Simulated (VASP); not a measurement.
Data:

```
Ca
1.0
    0.00000     2.73216     2.73216
    2.73216     0.00000     2.73216
    2.73216     2.73216     0.00000
Ca
1
Direct
  0.00000   0.00000   0.00000
```

Method: optB86b-vdW, VASP's PBE PAW potentials (set 64) (plane waves; VASP). Numerical set-up: 520 eV cut-off, 12×12×12 Γ-centred mesh, first-order Methfessel-Paxton smearing of 0.10 eV, potentials Ca_sv.

**Question.** Give the energy at these volumes per atom, relative to the lowest: 38.33, 39.56, 40.78, 42.00, 43.23 Å³.

**Answer.** 8.6, 2.1, 0.0, 1.9, 7.4 meV/atom. A third-order Birch-Murnaghan fit gives B0 = 17.4 GPa and B0′ = 2.6.

Measured: a 5.553 Å at 0 K (computed value off by -1.6 %), as given by Gábor I. Csonka et al., Physical Review B (2009), arXiv:0903.4037 [low-temperature or extrapolated to 0 K; zero-point anharmonic expansion removed].

The compound is Ca in the fcc structure. It was relaxed first, which changed the volume by -6 %.
